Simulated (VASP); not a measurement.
# Quasiparticle energies of GaP in VASP, part 3 of 3

Wanted: how far GW moves the Kohn-Sham levels of GaP. The cell is of the zinc-blende type, one of the forms listed for this formula. The start is a cell from a database of measured crystal structures.

VASP 6.6.1, plane waves and PAW; the level of theory is named at each step.

So far, quasiparticle gap on the mesh (eV): step 4 (G0W0, k-mesh 4×4×4) 2.03; step 7 (k-mesh 6×6×6) 2.09. Also gap on the k-mesh (eV): step 3 (empty bands, k-mesh 4×4×4) 1.62; step 5 (ground state, k-mesh 6×6×6) 1.65; step 8 (ground state, k-mesh 8×8×8) 1.64.

## Step 9: Empty bands, k-mesh 8×8×8

Level of this step: PBE; plane waves and PAW (Ga_d_GW, P_GW) (VASP).

The empty bands are made again, for the run that follows.

INCAR

```
SYSTEM = GaP
PREC = Accurate
ENCUT = 430
ISMEAR = 0
SIGMA = 0.01
LREAL = .FALSE.
GGA = PE
NBANDS = 96
ALGO = Exact
NELM = 1
LWAVE = .TRUE.
LCHARG = .FALSE.
LOPTICS = .TRUE.
NEDOS = 1000
CSHIFT = 0.1
```

POSCAR

```
GaP
1.0
    0.0000000000      2.7252500000      2.7252500000
    2.7252500000      0.0000000000      2.7252500000
    2.7252500000      2.7252500000      0.0000000000
Ga P
1 1
Direct
    0.0000000000      0.0000000000      0.0000000000
    0.2500000000      0.2500000000      0.2500000000
```

KPOINTS

```
Automatic mesh
0
Gamma
8 8 8
0 0 0
```

The projector-augmented-wave data sets are Ga_d_GW and P_GW (PBE family, release 64).

On the command line:

```sh
> mpirun -np 8 vasp_std
```

What it wrote:

```text
[... set-up lines as in an earlier step ...]
 entering main loop
       N       E                     dE             d eps       ncg     rms          rms(c)
DIA:   1    -0.909543028832E+01   -0.90954E+01    0.00000E+00     0   0.000E+00
   1 F= -.90954303E+01 E0= -.90954303E+01  d E =-.691893E-13
 writing wavefunctions
 optical routines
 imaginary and real dielectric function
 recalculating local potential from charge density
 direction            1
 direction            2
 direction            3
```

Elapsed: 13 s, on 8 MPI ranks of AMD EPYC 7R43, shared host; peak memory 1.2 GiB.

OUTCAR, selected parts (step 9):

```text
  Total        0.6214293      0.6214293      0.6214293     -0.0000000      0.0000000      0.0000000
  in kB       24.5953628     24.5953628     24.5953628     -0.0000000      0.0000000      0.0000000
  external PRESSURE =      24.5953628 kB  Pullay stress =       0.0000000 kB

  FREE ENERGIE OF THE ION-ELECTRON SYSTEM (eV)
  ---------------------------------------------------
  free  energy   TOTEN  =        -9.0954302883 eV

  energy  without entropy=       -9.0954302883  energy(sigma->0) =       -9.09543029

[... 2 parts as in an earlier step ...]

[... 2 further parts left out ...]
[key lines of the parts left out:]
E-fermi :   4.4032
```

## Step 10: G0W0, k-mesh 8×8×8

This step: G0W0 on PBE; plane waves and PAW (Ga_d_GW, P_GW) (VASP 6.6.1).

The mesh goes to 8×8×8.

INCAR

```
SYSTEM = GaP
PREC = Accurate
ENCUT = 430
ISMEAR = 0
SIGMA = 0.01
LREAL = .FALSE.
GGA = PE
NBANDS = 96
ALGO = EVGW0
NELMGW = 1
ENCUTGW = 100
NOMEGA = 48
PRECFOCK = Fast
NBANDSGW = 24
LWAVE = .FALSE.
LCHARG = .FALSE.
```

POSCAR is that of step 9.

KPOINTS is that of step 9.

On the command line:

```sh
> mpirun -np 8 vasp_std
```

What it wrote:

```text
[banner, memory and clock lines left out]
running    8 mpi-ranks, on    1 nodes
[...]
[... a notice as in an earlier step ...]

 [... a notice as in an earlier step ...]

 LDA part: xc-table for (Slater+PW92), standard interpolation
 found WAVECAR, reading the header
 POSCAR, INCAR and KPOINTS ok, starting setup
[...]
reading WAVECAR
 the WAVECAR file was read successfully
 initial charge from wavefunction
 available memory per node:     85.50 GB, setting MAXMEM to     87553

 The Fermi energy was updated, please check that it is located mid-gap
 values below the HOMO (VB) or above the LUMO (CB) will cause erroneous energies
 E-fermi :   5.1786

 calculate exact exchange contribution
 the WAVEDER file was read successfully
energies w=
    0.000    0.000    0.575    0.000    1.149    0.000    1.717    0.000
    2.279    0.000    2.833    0.000    3.378    0.000    3.913    0.000
    4.438    0.000    4.954    0.000    5.460    0.000    5.958    0.000
[...]
total number of BLAS operations       3342.41 Gflops
NQ=  25    0.5000    0.3750    0.1250,
|.........|.........|.........|.........|.........|.........|.........|.........
 performed      52958000 updates of chi_q(r,r)
 total number of BLAS operations       3555.54 Gflops
NQ=  26   -0.3750    0.3750    0.1250,
|.........|.........|.........|.........|.........|.........|.........|.........
 performed      56119000 updates of chi_q(r,r)
 total number of BLAS operations       3783.77 Gflops
NQ=  27   -0.2500    0.3750    0.1250,
|.........|.........|.........|.........|.........|.........|.........|.........
 performed      58727000 updates of chi_q(r,r)
 total number of BLAS operations       3960.38 Gflops
NQ=  28   -0.3750    0.5000    0.1250,
|.........|.........|.........|.........|.........|.........|.........|.........
 performed      60805000 updates of chi_q(r,r)
 total number of BLAS operations       4113.60 Gflops
NQ=  29   -0.2500    0.5000    0.2500,
|.........|.........|.........|.........|.........|.........|.........|.........
 performed      62325000 updates of chi_q(r,r)
 total number of BLAS operations       4235.25 Gflops
 resolving degeneracies of screened two electron integrals

 calculate QP shifts <psi_nk| G(iteration)W_0 |psi_nk>: iteration 1
 entering main loop
```

Wall time 11 min (8 MPI ranks); peak memory 3.4 GiB.

From OUTCAR (step 10):

```text
 QP shifts <psi_nk| G(iteration)W_0 |psi_nk>: iteration 1
 for sc-GW calculations column KS-energies equals QP-energies in previous step
 and V_xc(KS)=  KS-energies - (<T + V_ion + V_H > + <T+V_H+V_ion>^1  + <V_x>^1)
 k-point   1 :       0.0000    0.0000    0.0000
  band No.  KS-energies  QP-energies   sigma(KS)   V_xc(KS)     V^pw_x(r,r')   Z            occupation Imag(sigma)
    ...
      6      -8.1346      -8.5156     -11.9646     -11.3663     -18.6871       0.6368       2.0000       1.0376
      7       4.3585       3.9276     -13.1738     -12.6095     -14.2714       0.7636       2.0000       0.0491
      8       4.3585       3.9276     -13.1738     -12.6095     -14.2714       0.7636       2.0000       0.0491
      9       4.3585       3.9276     -13.1738     -12.6095     -14.2714       0.7636       2.0000       0.0491
     10       6.1810       6.6711     -10.9952     -11.6287      -7.2847       0.7736       0.0000      -0.0603
     11       8.2428       8.5452     -10.0962     -10.4904      -5.9554       0.7672       0.0000      -0.0813
     12       8.2428       8.5452     -10.0962     -10.4904      -5.9554       0.7672       0.0000      -0.0813
     13       8.2428       8.5452     -10.0962     -10.4904      -5.9554       0.7672       0.0000      -0.0813
    ...

[... 1 part as in an earlier step ...]

[... 2 further parts left out ...]
[key lines of the parts left out:]
E-fermi :   5.1786
```

The gap is now 2.098 eV, +12 meV against the GW run before. Spin-orbit coupling is left out.

## Step 11: Summary

This step: GW series: G0W0 on PBE; plane waves and PAW (VASP 6.6.1).

No new run; the numbers come from the runs before.

Cost is wall time times ranks on a shared host, with the step that makes the empty bands. GW runs:

| level | bands | ENCUTGW (eV) | NOMEGA | k mesh | starting gap (eV) | quasiparticle gap (eV) | direct gap (eV) | cost (core minutes) |
| --- | --- | --- | --- | --- | --- | --- | --- | --- |
| G0W0 | 96 | 100 | 48 | 4x4x4 | 1.625 | 2.034 | 2.734 | 3.41 |
| G0W0 | 96 | 100 | 48 | 6x6x6 | 1.647 | 2.085 | 2.742 | 21.39 |
| G0W0 | 96 | 100 | 48 | 8x8x8 | 1.64 | 2.098 | 2.744 | 92.79 |

## Step 12: Summary of results

| Quantity | Value |
| --- | --- |
| G0W0 on PBE, 96 bands, ENCUTGW 100 eV, NOMEGA 48, mesh 8×8×8 | 1.640 → 2.098 eV |
| G0W0 on PBE, 96 bands, ENCUTGW 100 eV, NOMEGA 48, mesh 4×4×4 | 1.625 → 2.034 eV |

What this shows: G0W0 gives a quasiparticle gap of 2.098 eV on the mesh, 0.46 eV over the PBE gap on the same mesh. On mesh and path the starting valence top lies at Γ and the conduction bottom at (0.409, 0, 0.409), so the starting gap is indirect. The steps of the series move the gap by +52, +12 meV; the last costs 4.3 times the one before. The last step lies within a tolerance of 30 meV, picked for this account, and the last two together move the gap by +64 meV. Gaps are read on each mesh, so part of the change can come from which k points the mesh holds. Bands and response cutoff weren't varied, and band edges off the mesh aren't seen. In Ga_d_GW the d shell is in the valence without all the semicore s and p states of the same shell; those stay frozen in the core, and how far that moves the GW gap wasn't tested here. Spin-orbit coupling is left out; with Ga in the cell it can split or shift band edges, by an amount that depends on which atoms form them and isn't tested here. Not tabulated here, as repeats of values shown or as unfit to read for their mesh, reference level or band range: eps2 curves (empty bands); eps1 curves and static values (empty bands); gaps (empty bands).

[Lines on the potential files, build, host, timing and source positions are cut from VASP's logs without a mark.]

[Logs are printed without paths, hosts, clocks, repeated set-up lines and the standing remarks that a program may print on its own settings, such as how far it seeks lower states.]

[Hosts, paths, dates, database ids (printed as entryN), source tags and the programs' standing remarks are cut or masked in the printed files.]

[Pressures printed for these runs are not shown converged in the cutoff: they can be off by several GPa and have the wrong sign.]
